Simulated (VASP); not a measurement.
Here is the system:

```
CELL_PARAMETERS angstrom
      0.00000     2.72207     2.72207
      2.72207     0.00000     2.72207
     10.86129    10.86129     0.02700
ATOMIC_POSITIONS crystal
  Be 0.02667 0.02667 0.98000
  Be 0.00804 0.00804 0.24397
  Be 0.99259 0.99259 0.50556
  Be 0.97490 0.97490 0.76882
  Te 0.26515 0.26515 0.05113
  Te 0.24986 0.24986 0.31260
  Te 0.23422 0.23422 0.57433
  S  0.24856 0.24856 0.81358
```

Level of theory: PBEsol GGA, VASP's PBE PAW potentials (set 64) (plane waves; VASP). Numerical set-up: 400 eV cut-off, 8×8×2 Γ-centred mesh, tetrahedra with Blöchl corrections, potentials Be Te S.

The cores are frozen, which limits the accuracy of field gradients.

Problem. Give the principal components of the electric field gradient (V/Å²) and the asymmetry η at each nucleus.

Solution. 
```
atom    Vxx    Vyy    Vzz     η
----  -----  -----  -----  ----
Be1     0.7    0.7   -1.5  0.00
Be2    -0.2   -0.2    0.4     -
Be3    -0.1   -0.1    0.2     -
Be4     0.3    0.3   -0.6  0.00
Te5   -23.9  -23.9   47.8  0.00
Te6   -23.8  -23.8   47.7  0.00
Te7   -17.9  -17.9   35.7  0.00
S8     20.2   20.2  -40.3  0.00
```

The structure was generated: Be4STe3 was put into an ordered model structure (R3m), which need not be its known phase. It was relaxed first.
